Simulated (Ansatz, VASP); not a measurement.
# BiAs in two plane-wave programs, part 2 of 2

Aim: how closely do two programs agree when they are given the same cell, functional and k mesh? The cell is generated by rule, not measured, and may not be a known phase. The cell is taken from a series of runs on this material, whose earlier steps may have relaxed, scaled, displaced or heated it; both programs get it as it stands.

VASP 6.6.1 and Ansatz 0.2.0.

So far: Set-up; VASP: relaxation of cell and atoms, PBE, pair 1.

### 3. Ansatz: relaxation of cell and atoms, PBE, pair 1

Level of this step: Ansatz beside VASP: Kohn-Sham DFT, plane waves, PBE (Ansatz).

Ansatz runs on its default PAW (the set named soft_2) files.

The same cell, functional, mesh and smearing now go to Ansatz, which takes its cutoff from its data sets.

Contents of input.yaml:

```yaml
crystal:
  lattice:
    - [12.0855091155, 0.0, 0.0]
    - [0.0, 4.2577782408, 0.0]
    - [0.0, 0.0, 4.2868032777]
  atoms:
    - { symbol: Bi, position: [0.0, 0.5, 0.5] }
    - { symbol: Bi, position: [0.5, 0.5, 0.5] }
    - { symbol: Bi, position: [0.75, 0.0, 0.0353531481] }
    - { symbol: Bi, position: [0.25, 0.0, 0.9646468519] }
    - { symbol: As, position: [0.75, 0.5, 0.4979550679] }
    - { symbol: As, position: [0.25, 0.5, 0.5020449321] }
    - { symbol: As, position: [0.5, 0.0, 0.0] }
    - { symbol: As, position: [0.0, 0.0, 0.0] }
kpoints:
  mp_grid: { grid: [4, 8, 8] }
hamiltonian:
  xc: pbe
scf:
  occupations: { method: methfessel_paxton, width: 0.2 }
output:
  forces: true
  stress: true
  eigenvalues: true
relax:
  adjacent_minimum: "off"
  f_tol: 0.001
  max_steps: 60
  cell: { stress_tol: 0.01 }
```

Launch:

```
$ ansatz run input.yaml --threads 4 --pin off --max-ram 7168MiB --backend cpu --events-out ev --progress --plain --runs-dir out
```

Numbers of over 12 decimals in the logs are rounded to 6 here.

Output:

```text
Engine: ansatz 0.2.0, aarch64-unknown-linux-gnu
Pseudopotentials: kind: paw
Pseudopotential: Bi, paw, valence charge 15, recommended cutoff 420 eV (normal), Bi.paw.azcp
Pseudopotential: As, paw, valence charge 15, recommended cutoff 420 eV (normal), As.paw.azcp
Functional definition: PBE
  parameter kappa = 0.804
  parameter beta = 0.066725
  exchange = pbe_x(kappa = kappa, mu = beta*pi^2/3)
  correlation = pbe_c(beta = beta)
Crystal: 8 atoms, lattice volume = 220.588 Å³
Basis set: ecut = 420 eV, 4305 PW (Γ), exchange–correlation on 162×60×60 points (8 copies of the dense FFT grid, shifted against one another)
Bands: 72, of which v1, the nominal top of the filled ones, is band 60 counted from 1 (59 counted from 0)
Symmetry: 8 space group operations
Space group: Pmma (ITA 51), of the structure as read, at distance tolerance 6.0e-5 Å
k-points: 75 of 256
Non-local potential: Bi, projectors of the file, l = 0: 2, l = 1: 2, l = 2: 2, l = 3: 2
Non-local potential: As, projectors of the file, l = 0: 2, l = 1: 2, l = 2: 3, l = 3: 1
PAW form: soft (Blöchl's): semilocal exchange-correlation on the pseudo side does not see the compensation charge
PAW one-centre angular grid: Bi, 590 points (default); XC on 64 Gauss nodes
PAW one-centre angular grid: As, 590 points (default); XC on 64 Gauss nodes
Initial density: superposition of atomic densities (neutral atoms: chi_scale 0, normalization atom), corrected by the library's trained network
Initial wavefunctions: pseudopotential atomic-orbital guess
Functional: x = pbe(κ = 0.804, μ = 0.219515), c = pbe(β = 0.066725)
SCF iter   1: F=—  HF=-69010.585373 eV  |F-HF|=—  |Δ(HF+E_count)|=         —  Δρ=1.94e-3  dr2=1.40e-2  ethr=1.77e-3  ⟨swp⟩=6.1  Hψ=19134  notcnv=0
preconditioner: auto → Kerker (q_TF=auto, 2.465 Å⁻¹)  [metal: Δε(μ)=0.058 eV  Ē_g=8.546 eV  σ=0.200 eV  W_gap=0.24  n_scr=56 (ndim 8)  ℏωp=15.8 eV  f_vac=0.002  D(μ)=1.02/eV (n_scr^D=2)]
SCF iter   2: F=—  HF=-69010.579297 eV  |F-HF|=—  |Δ(HF+E_count)|=   6.08e-3  S|Δr|=    0.00e0  Δρ=1.04e-3  dr2=4.25e-3  ethr=1.17e-5  ⟨swp⟩=2.1  Hψ=9637  notcnv=0
SCF iter   3: F=—  HF=-69010.578631 eV  |F-HF|=—  |Δ(HF+E_count)|=   6.66e-4  S|Δr|=    0.00e0  Δρ=2.90e-4  dr2=1.91e-4  ethr=3.54e-6  ⟨swp⟩=2.0  Hψ=9601  notcnv=0
SCF iter   4: F=—  HF=-69010.578432 eV  |F-HF|=—  |Δ(HF+E_count)|=   1.99e-4  S|Δr|=    0.00e0  Δρ=1.47e-4  dr2=3.04e-5  ethr=1.59e-7  ⟨swp⟩=2.0  Hψ=9609  notcnv=0
SCF iter   5: F=—  HF=-69010.578458 eV  |F-HF|=—  |Δ(HF+E_count)|=   2.61e-5  S|Δr|=    0.00e0  Δρ=4.86e-5  dr2=6.23e-6  ethr=2.53e-8  ⟨swp⟩=2.2  Hψ=8840  notcnv=0
SCF iter   6: F=—  HF=-69010.578459 eV  |F-HF|=—  |Δ(HF+E_count)|=   9.27e-7  S|Δr|=    0.00e0  Δρ=1.69e-5  dr2=7.66e-7  ethr=5.19e-9  ⟨swp⟩=2.0  Hψ=9605  notcnv=0
SCF iter   7: F=-69010.578458 eV  HF=-69010.578458 eV  |F-HF|=1.36e-8  |Δ(HF+E_count)|=   1.80e-7  S|Δr|=    0.00e0  Δρ=3.58e-6  dr2=3.79e-8  ethr=8.33e-11  ⟨swp⟩=8.6  Hψ=28000  notcnv=0
SCF 1 converged in 7 iterations: F = -69010.578458 eV  dr2 = 3.79e-8
  greatest PAW one-centre occupation: 0.999 electrons in one spin orbital (limit 2), on the As atom at site 5 (counted from 0), in its partial waves of l = 2
relax step   1: F+E_penalty+E_count = -69010.57845842 eV  Δ(F+E_penalty+E_count) = +0.000e0 eV  max|allowed force component| = 3.794e-4 eV/Å  Δτ_max = 0.0000 Å  P = -0.006 GPa  Ω = 220.588 Å³  (7 SCF iters, dr2 threshold 1.00e-7 eV, accepted)
Initial density: handed on by an earlier stage of this run
Initial wavefunctions: pseudopotential atomic-orbital guess (no wavefunctions were taken with the density)
iter 1 solved again at ethr=2.38e-7 eV; its pass at ethr=3.10e-3 eV (dr2=2.86e-4 eV) is discarded
SCF iter   1: F=—  HF=-69010.578422 eV  |F-HF|=—  |Δ(HF+E_count)|=         —  Δρ=4.22e-6  dr2=4.46e-8  ethr=2.38e-7  ⟨swp⟩=3.2  Hψ=33393  notcnv=0
eigensolver tolerance schedule: the retry pair's looser diagonalisation over-reported the residual by 6419.04 of it (diagonalisation noise at 0.97 of the residual, at the tolerance the schedule requests for it); recorded, not acted on — ethr = c·dr2/N_el stays at c = 1.0e-1
preconditioner: auto → Kerker (q_TF=auto, 2.465 Å⁻¹)  [metal: Δε(μ)=0.035 eV  Ē_g=8.543 eV  σ=0.200 eV  W_gap=0.15  n_scr=56 (ndim 8)  ℏωp=15.8 eV  f_vac=0.001  D(μ)=1.14/eV (n_scr^D=2)]
SCF iter   2: F=—  HF=-69010.578458 eV  |F-HF|=—  |Δ(HF+E_count)|=   3.63e-5  S|Δr|=    0.00e0  Δρ=2.28e-6  dr2=1.97e-8  ethr=3.71e-11  ⟨swp⟩=3.0  Hψ=14394  notcnv=0
SCF iter   3: F=—  HF=-69010.578458 eV  |F-HF|=—  |Δ(HF+E_count)|=   1.89e-9  S|Δr|=    0.00e0  Δρ=1.66e-6  dr2=1.13e-8  ethr=1.64e-11  ⟨swp⟩=2.1  Hψ=6663  notcnv=0
SCF iter   4: F=—  HF=-69010.578458 eV  |F-HF|=—  |Δ(HF+E_count)|=   3.23e-9  S|Δr|=    0.00e0  Δρ=5.24e-7  dr2=1.28e-9  ethr=9.45e-12  ⟨swp⟩=2.0  Hψ=8799  notcnv=0
SCF iter   5: F=—  HF=-69010.578458 eV  |F-HF|=—  |Δ(HF+E_count)|=  1.16e-10  S|Δr|=    0.00e0  Δρ=2.63e-7  dr2=1.46e-10  ethr=1.07e-12  ⟨swp⟩=2.0  Hψ=9160  notcnv=0
SCF iter   6: F=—  HF=-69010.578458 eV  |F-HF|=—  |Δ(HF+E_count)|=  4.37e-11  S|Δr|=    0.00e0  Δρ=8.07e-8  dr2=1.91e-11  ethr=1.00e-12  ⟨swp⟩=2.0  Hψ=9126  notcnv=0
SCF iter   7: F=—  HF=-69010.578458 eV  |F-HF|=—  |Δ(HF+E_count)|=    0.00e0  S|Δr|=    0.00e0  Δρ=4.03e-8  dr2=5.87e-12  ethr=1.00e-12  ⟨swp⟩=1.0  Hψ=5400  notcnv=0
SCF iter   8: F=-69010.578458 eV  HF=-69010.578458 eV  |F-HF|=0.00e0  |Δ(HF+E_count)|=  1.46e-11  S|Δr|=    0.00e0  Δρ=1.15e-8  dr2=5.73e-13  ethr=1.00e-12  ⟨swp⟩=5.1  Hψ=20938  notcnv=0
SCF 2 converged in 8 iterations: F = -69010.578458 eV  dr2 = 5.73e-13
relax step   2: F+E_penalty+E_count = -69010.57845844 eV  Δ(F+E_penalty+E_count) = -1.493e-8 eV  max|allowed force component| = 3.877e-4 eV/Å  Δτ_max = 0.0000 Å  P = -0.006 GPa  Ω = 220.588 Å³  stress off target by 7.44e-3 GPa  SCF on the basis re-selected at this cell (its energy is not comparable with the rows above)  (8 SCF iters)
basis re-selected at this cell: Δ(F+E_penalty+E_count) = -1.493e-8 eV, ΔP = -0.000 GPa vs the last step (what re-selecting the basis moved, of the pressure what is left beyond the Pulay correction that the steps carried, after the strain that the cell walked since its last selection, with what the two solves' SCF thresholds leave and, on support functions, any second-order correction that the steps lacked; it is no m [...]
SCF converged after 8 iterations
Stability not checked: this state was not tested for a lower state beside it, because cold or Methfessel-Paxton smearing, or corrected tetrahedra, fill the levels in a way that the test cannot read (fill_not_monotonic; see scf.lower_state_search)
Free energy (F): -69010.578458 eV
Harris-Foulkes:  -69010.578458 eV  (|F-HF|=0.00e0)
Internal energy: -69010.590179 eV  (E = F + TS)
E sigma→0 (E₀):  -69010.581388 eV
Entropy (-TS):   0.011720 eV (1.465 meV/atom)
Fermi energy:    10.353891 eV
--- Per-component energies (eV) ---
  E_band       = -1321.548151
  E_kinetic    = 1614.998211
  E_local      = -12828.815657  (includes V_loc(G=0)·N_el)
  E_nonlocal   = -439.864746
  E_hartree    = 5719.485833
  E_xc         = -921.999448
  E_vxc        = -893.532876  (∫ρ·V_xc dr)
  E_paw        = -49991.099078  (= ΣΔE_a)
  E_vpaw       = -213.303033  (= ΣTr[D̂ρ^β])
  E_aug_tail   = -0.001709  (compensation charges beyond the density's cutoff)
  E_ewald      = -12163.293585
  E_smearing   = 0.011720  (= −TS)
  E_closure    = 0.000000  (closes the sum)
  Σ components = -69010.578458   (vs F -69010.578458, Δ=0.00e0)
--- Forces (eV/Å), atoms counted from 1 ---
  atom   1  Bi    -0.00000000    -0.00000000     0.00000000
  atom   2  Bi    -0.00000000    -0.00000000     0.00000000
  atom   3  Bi     0.00000000    -0.00000000     0.00038767
  atom   4  Bi    -0.00000000     0.00000000    -0.00038767
  atom   5  As     0.00000000     0.00000000    -0.00015915
  atom   6  As    -0.00000000    -0.00000000     0.00015915
  atom   7  As     0.00000000     0.00000000     0.00000000
  atom   8  As     0.00000000    -0.00000000     0.00000000
  max |Σ_I F_I| component: 5.42e-20 eV/Å
--- Stress (GPa, compression-positive) ---
       -0.007442      -0.000000      -0.000000
       -0.000000      -0.006626      -0.000000
       -0.000000      -0.000000      -0.002665
  P = ⅓ Tr σ = -0.0056 GPa (-0.056 kbar)
--- Band table (eV; the first three rows and the last of 75) ---
  k-point 0: bands = [... 56 lower, 8.3848, 8.8170, 8.8354, 8.8448, 12.6045, 12.6120, 13.0590, 13.5441, ... 8 higher]
  k-point 1: bands = [... 56 lower, 8.4987, 8.6806, 8.9599, 9.0994, 12.3483, 12.3605, 13.1090, 13.3111, ... 8 higher]
  k-point 2: bands = [... 56 lower, 8.8795, 8.9036, 9.3665, 9.7297, 11.6639, 11.7008, 11.8509, 12.0121, ... 8 higher]
  k-point 74: bands = [... 56 lower, 8.0056, 8.0056, 8.0577, 8.0577, 13.4687, 13.4687, 13.6799, 13.6799, ... 8 higher]
--- Relaxed structure (1 steps of the walk, 1 accepted, 1 SCFs on fresh bases) ---
  F+E_penalty+E_count = -69010.57845844 eV   max|allowed force component| = 3.877e-4 eV/Å   (the final SCF, on the basis selected at the relaxed cell)
  cell:  # Å, volume = 220.5878 Å³
    - [12.0855091155, 0.0, 0.0]
    - [0.0, 4.2577782408, 0.0]
    - [0.0, 0.0, 4.2868032777]
  atoms:
    - { symbol: Bi, position: [0.0, 0.500000, 0.5] }
    - { symbol: Bi, position: [0.5, 0.500000, 0.5] }
    - { symbol: Bi, position: [0.75, 0.0, 0.0353531481] }
    - { symbol: Bi, position: [0.25, 0.0, 0.964647] }
    - { symbol: As, position: [0.75, 0.500000, 0.497955] }
    - { symbol: As, position: [0.25, 0.500000, 0.5020449321] }
    - { symbol: As, position: [0.5, 0.0, 0.0] }
    - { symbol: As, position: [0.0, 0.0, 0.0] }
```

Reading the cycles: dr2 is the Hartree energy of the density residual (eV), the measure of convergence; HF is the Harris–Foulkes estimate of the energy, which meets the free energy F at convergence.

### 4. Differences

Known differences besides the potentials themselves: the data sets hold 120 valence electrons in Ansatz (on its default PAW (the set named soft_2) files) and 80 in VASP; the cutoff is 420 eV in Ansatz and 500 eV in VASP; Ansatz adds a Pulay correction to the stress that steers its cell, VASP none. Total energies have different zeros and are not compared.

Both answers:

```csv
quantity,Ansatz,VASP,difference
volume (Å³),220.59,220.66,-0.03 %
"edge a after relaxation, in the typed setting (Å)",12.085,12.086,+0.00 %
"edge b after relaxation, in the typed setting (Å)",4.258,4.258,-0.01 %
"edge c after relaxation, in the typed setting (Å)",4.287,4.287,-0.01 %
```

### 5. Ansatz: relaxation of cell and atoms, PBE, pair 2

The relaxed volume is the usual yardstick between codes: in a stiff, nearly cubic crystal its relative difference is about their pressure difference at one cell divided by the bulk modulus.

The cell is taken from a series of runs on this material, whose earlier steps may have relaxed, scaled, displaced or heated it; both programs get it as it stands.

Contents of input.yaml:

```yaml
crystal:
  lattice:
    - [0.0, -3.0166250921, -3.0166250921]
    - [0.0, 3.0166250921, -3.0166250921]
    - [12.0665003684, 0.0, 0.0]
  atoms:
    - { symbol: Bi, position: [0.4867401487, 0.4867401487, 0.25] }
    - { symbol: Bi, position: [0.5132598513, 0.5132598513, 0.75] }
    - { symbol: Bi, position: [-0.0132598513, 0.0132598513, 0.0] }
    - { symbol: Bi, position: [0.0132598513, -0.0132598513, 0.5] }
    - { symbol: As, position: [0.5049400081, 0.4950599919, 0.0] }
    - { symbol: As, position: [0.4950599919, 0.5049400081, 0.5] }
    - { symbol: As, position: [-0.0049400081, -0.0049400081, 0.75] }
    - { symbol: As, position: [0.0049400081, 0.0049400081, 0.25] }
kpoints:
  mp_grid: { grid: [8, 8, 4] }
hamiltonian:
  xc: pbe
scf:
  occupations: { method: methfessel_paxton, width: 0.2 }
output:
  forces: true
  stress: true
  eigenvalues: true
  write_density: true
  write_potential: true
  elf: true
  volumetric_format: npy
relax:
  adjacent_minimum: "off"
  f_tol: 0.002
  max_steps: 120
  cell: { stress_tol: 0.03 }
```

Output:

```text
[...]
Crystal: 8 atoms, lattice volume = 219.611 Å³
Basis set: ecut = 420 eV, 4281 PW (Γ), exchange–correlation on 60×60×162 points (8 copies of the dense FFT grid, shifted against one another)
Bands: 72, of which v1, the nominal top of the filled ones, is band 60 counted from 1 (59 counted from 0)
Symmetry: 8 space group operations
[...]
k-points: 45 of 256 (time reversal used)
[...]
- [12.096494, 0, 0.0]
  atoms:
    - { symbol: Bi, position: [0.476038, 0.476038, 0.25] }
    - { symbol: Bi, position: [0.523962, 0.523962, 0.75] }
    - { symbol: Bi, position: [-0.023962, 0.023962, 0] }
    - { symbol: Bi, position: [0.023962, -0.023962, 0.5] }
    - { symbol: As, position: [0.502187, 0.497813, 0] }
    - { symbol: As, position: [0.497813, 0.502187, 0.5] }
    - { symbol: As, position: [-0.0021869, -0.0021869, 0.75] }
    - { symbol: As, position: [0.0021869, 0.0021869, 0.25] }
[key lines of the parts left out:]
SCF converged after 5 iterations
Free energy (F): -69010.583963 eV
Fermi energy:    10.267394 eV
P = ⅓ Tr σ = -0.0012 GPa (-0.012 kbar)
```

### 6. VASP: relaxation of cell and atoms, PBE, pair 2

The same cell, functional, mesh and smearing now go to VASP, with its own data sets.

Contents of INCAR:

```
SYSTEM = BiAs
PREC = Accurate
ENCUT = 500
EDIFF = 1E-07
NELM = 120
ISMEAR = 1
SIGMA = 0.2
LREAL = .FALSE.
ALGO = Normal
GGA = PE
NBANDS = 49
LORBIT = 11
LWAVE = .FALSE.
LCHARG = .FALSE.
ISIF = 3
IBRION = 2
NSW = 80
EDIFFG = -0.005
LASPH = .TRUE.
GGA_COMPAT = .FALSE.
NELMIN = 4
KPAR = 2
```

Contents of POSCAR:

```
BiAs
1.0
    0.0000000000     -3.0166250000     -3.0166250000
    0.0000000000      3.0166250000     -3.0166250000
   12.0665000000      0.0000000000      0.0000000000
Bi As
4 4
Direct
    0.4867401483      0.4867401483      0.2500000000
    0.5132598517      0.5132598517      0.7500000000
    0.9867401483      0.0132598517      0.0000000000
    0.0132598517      0.9867401483      0.5000000000
    0.5049399577      0.4950600423      0.0000000000
    0.4950600423      0.5049399577      0.5000000000
    0.9950600423      0.9950600423      0.7500000000
    0.0049399577      0.0049399577      0.2500000000
```

Contents of KPOINTS:

```
Automatic mesh
0
Gamma
8 8 4
0 0 0
```

Potentials, in the order of the species: Bi_d and As (PBE family, release 64).

Launch:

```
$ mpirun -np 2 vasp_std
```

Output:

```text
[... set-up lines as in an earlier step ...]
 entering main loop
       N       E                     dE             d eps       ncg     rms          rms(c)
DAV:   1     0.858419675370E+03    0.85842E+03   -0.37170E+04  4410   0.171E+03
DAV:   2     0.793002864803E+02   -0.77912E+03   -0.75742E+03  4418   0.474E+02
DAV:   3    -0.285107763874E+02   -0.10781E+03   -0.10311E+03  5343   0.187E+02
DAV:   4    -0.345509751147E+02   -0.60402E+01   -0.58811E+01  5090   0.435E+01
[...]
DAV:  14    -0.340729968977E+02   -0.68002E-06   -0.39913E-07  4342   0.435E-03    0.131E-03
DAV:  15    -0.340729970748E+02   -0.17710E-06   -0.10404E-07  3082   0.219E-03    0.570E-04
DAV:  16    -0.340729970886E+02   -0.13744E-07   -0.34322E-08  2961   0.114E-03
   1 F= -.34072997E+02 E0= -.34076945E+02  d E =-.340730E+02
[... from here on, the cycles between the ionic steps are left out ...]
   2 F= -.34073693E+02 E0= -.34077830E+02  d E =-.695998E-03
   3 F= -.34073933E+02 E0= -.34078007E+02  d E =-.935710E-03
  11 F= -.34076680E+02 E0= -.34080664E+02  d E =-.318331E-03
  12 F= -.34076981E+02 E0= -.34080996E+02  d E =-.618959E-03
  13 F= -.34076940E+02 E0= -.34081003E+02  d E =-.577882E-03
  14 F= -.34077069E+02 E0= -.34081109E+02  d E =-.707143E-03
  15 F= -.34077077E+02 E0= -.34081117E+02  d E =-.808893E-05
  16 F= -.34077101E+02 E0= -.34081139E+02  d E =-.316030E-04
  17 F= -.34077143E+02 E0= -.34081180E+02  d E =-.739052E-04
  18 F= -.34077210E+02 E0= -.34081243E+02  d E =-.140564E-03
  19 F= -.34077272E+02 E0= -.34081298E+02  d E =-.202796E-03
  20 F= -.34077293E+02 E0= -.34081295E+02  d E =-.213216E-04
 trial-energy change:   -0.000021  1 .order   -0.000022   -0.000036   -0.000007
 step:   0.9135(harm=  0.9135)  dis= 0.00083  next Energy=   -34.077295 (dE=-0.226E-04)
 reached required accuracy - stopping structural energy minimisation
```

Parts of OUTCAR (step 6):

```text
  Total        0.0098197     -0.0020390     -0.0020390      0.0000000      0.0000000      0.0000000
  in kB        0.0710411     -0.0147514     -0.0147514      0.0000000      0.0000000      0.0000000
  external PRESSURE =       0.0138461 kB  Pullay stress =       0.0000000 kB

 POSITION                                       TOTAL-FORCE (eV/Angst)
 -----------------------------------------------------------------------------------
      3.02362     -0.00000     -2.89253        -0.000000     -0.000000      0.002845
      9.07087     -0.00000     -3.15909         0.000000     -0.000000     -0.002845
      0.00000     -2.89253     -3.02581         0.000000      0.002845      0.000000
      6.04724      2.89253     -3.02581         0.000000     -0.002845     -0.000000
      0.00000     -0.01605     -3.02581         0.000000      0.001441      0.000000
      6.04724      0.01605     -3.02581         0.000000     -0.001441     -0.000000
      9.07087     -0.00000     -6.03557         0.000000     -0.000000     -0.001441
      3.02362     -0.00000     -0.01605        -0.000000      0.000000      0.001441
 -----------------------------------------------------------------------------------
    total drift:                                0.000000     -0.000000     -0.000000

  FREE ENERGIE OF THE ION-ELECTRON SYSTEM (eV)
  ---------------------------------------------------
  free  energy   TOTEN  =       -34.0772932656 eV

  energy  without entropy=      -34.0892971704  energy(sigma->0) =      -34.08129457

[... 1 part as in an earlier step ...]

[... 3 further parts left out ...]
[key lines of the parts left out:]
E-fermi :   6.0653
```

### 7. Comparison

What differs besides the data sets and the points named for the pairs above, as far as they apply: the data sets hold 120 valence electrons in Ansatz (on its default PAW (the set named soft_2) files) and 80 in VASP. Total energies have different zeros and are not compared.

Compared:

```csv
quantity,Ansatz,VASP,difference
volume (Å³),221.61,221.46,+0.07 %
"edge a after relaxation, in the typed setting (Å)",4.280,4.279,+0.03 %
"edge c after relaxation, in the typed setting (Å)",12.097,12.095,+0.02 %
```

### 8. What came out

| Quantity | Value |
| --- | --- |
| difference in volume (relaxation of cell and atoms, PBE, pair 1) | -0.033 % |
| difference in volume (relaxation of cell and atoms, PBE, pair 2) | 0.068 % |

What this shows: The difference in volume is 0.068 % (relaxation of cell and atoms, PBE, pair 2), within the 1.2 % picked in this series as the mark of a large difference, as far as the stopping tolerances let one tell. The data sets hold unlike numbers of valence electrons (120 in Ansatz and 80 in VASP), so part of the differences comes from the potentials. Such differences can come from data sets, numerical settings and the points named under the comparisons, not from the functional's error against experiment.

[Lines on the potential files, build, host, timing and source positions are cut from VASP's logs without a mark.]

[Logs are printed without paths, hosts, clocks, repeated set-up lines and the standing remarks that a program may print on its own settings, such as how far it seeks lower states.]

[Hosts, paths, dates, database ids (printed as entryN), source tags and the programs' standing remarks are cut or masked in the printed files.]
